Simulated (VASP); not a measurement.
## GeCN2 under changes of volume

One of the cells (12.950 Å³/atom); the others are scaled copies at fixed shape and fractional positions:

```
Ge N C
1.0
     1.74845    1.00947    4.89126
    -1.74845    1.00947    4.89126
     0.00000   -2.01894    4.89126
Ge N C
1 2 1
Direct
  0.00000 0.00000 0.00000
  0.58444 0.58444 0.58444
  0.41556 0.41556 0.41556
  0.50000 0.50000 0.50000
```

The cell comes from a database or a generator and needn't be the stable form of this composition.

* Program: VASP 6.6.1
* Functional: PBEsol
* Potentials or basis: VASP PAW PBE potentials, release 64 (Ge_d, N, C)
* Cutoff: 520 eV
* k mesh: 8 × 8 × 8
* Occupations: gaussian, width 0.02 eV
* Spin: no spin polarisation

```tsv
volume (Å³/atom)	energy over the lowest point (meV/atom)	pressure (GPa)	gap on the mesh (eV)	largest force (eV/Å)
12.432	?	?	?	?
12.691	2.84	3.1	0.77	0.603
12.950	0.00	0.0	0.85	0.006
13.209	1.82	-2.7	0.90	0.549
13.468	7.87	-5.2	0.96	1.065
```

**Question.** What does the run at 12.432 Å³/atom give?

**Answer.** Energy over the lowest point 10.84 meV/atom; pressure 6.4 GPa; gap on the mesh 0.69 eV; largest force 1.243 eV/Å.

Worked out: A Birch-Murnaghan fit of order 2 (a polynomial in V^(-2/3)) to the other rows has its minimum at 12.97 Å³/atom with B0 = V·E''(V) = 143 GPa at fixed shape and positions, which overstates the stiffness. It gives 10.84 meV/atom at 12.432 Å³/atom, against the run's 10.84, and -dE/dV = 6.7 GPa, against 6.4. A parabola through the other rows of the gap, of slope 4.27 eV per unit of ln V there, extrapolates to 0.69 eV, against the run's 0.69.

Energies are extrapolated to zero smearing.

Caveats: the standard files for N, O and F lose accuracy on very short bonds; the PAW data sets were made with another functional, which shifts forces and pressure a little.

A mesh can miss the band edges. Spin-orbit coupling on Ge is left out.
